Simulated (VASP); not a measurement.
All values below come from PBEsol GGA, VASP's PBE PAW potentials (set 64) (plane waves; VASP).

VASP ran on this input.

**INCAR**
```
! general
SYSTEM =BPt
PREC   =Accurate
ENCUT  =600
LREAL  =.False.
LASPH  =.True.

! electronic loop
EDIFF  =1E-7
NELM   =100
ALGO   =Normal
LMAXMIX=6

! smearing
ISMEAR =1
SIGMA  =0.1

! functional
GGA    =PS

! ions
ISIF   =2

! output
LWAVE  =.False.
LCHARG =.False.
```

File POSCAR:
```
BPt
1
    2.7811680132     0.0000000000    -0.0000000000
   -0.0000000000     2.7811680132    -0.0000000000
    0.0000000000    -0.0000000000     2.7811680132
Pt B
1 1
Direct
  0.0000000000   0.0000000000   0.0000000000
  0.5269670871   0.5000000000   0.5000000000
```

File KPOINTS:
```
K-points
0
G
  12 12 12
0 0 0
```

POTCAR, in this order: Pt B (PBE.64 set). Program: vasp_std.

Unless said otherwise, spin-orbit coupling is left out, though it shifts the bands of the heavy elements here.

Q: Predict the energy per atom (σ→0), largest force, band gap (on the k-mesh).

A: 
The energy per atom (σ→0) comes out as -6.479 eV/atom and the band gap (on the k-mesh) comes out as none (metal, semimetal or under 0.01 eV). The largest force is 0.107 eV/Å.

### OSZICAR
```
...
DAV:   8    -0.129635786935E+02    0.20685E-01   -0.58562E-02  4170   0.199E+00    0.698E-01
DAV:   9    -0.129588775061E+02    0.47012E-02   -0.12939E-02  4004   0.985E-01    0.208E-01
DAV:  10    -0.129585517268E+02    0.32578E-03   -0.16599E-03  4114   0.302E-01    0.227E-02
DAV:  11    -0.129585537198E+02   -0.19930E-05   -0.21034E-05  4120   0.506E-02    0.723E-03
DAV:  12    -0.129585541793E+02   -0.45956E-06   -0.79530E-07  4292   0.782E-03    0.500E-03
DAV:  13    -0.129585540187E+02    0.16065E-06   -0.46203E-07  3380   0.597E-03    0.494E-04
DAV:  14    -0.129585540205E+02   -0.17747E-08   -0.27593E-08  2028   0.144E-03
   1 F= -.12958554E+02 E0= -.12958533E+02  d E =-.616051E-04
```

The structure was generated: BPt was put into the CsCl type (Pm-3m), which need not be its known phase. This cell was strained or had an atom moved on purpose. The electron count is odd and the run is not spin-polarised, which forces a metal.
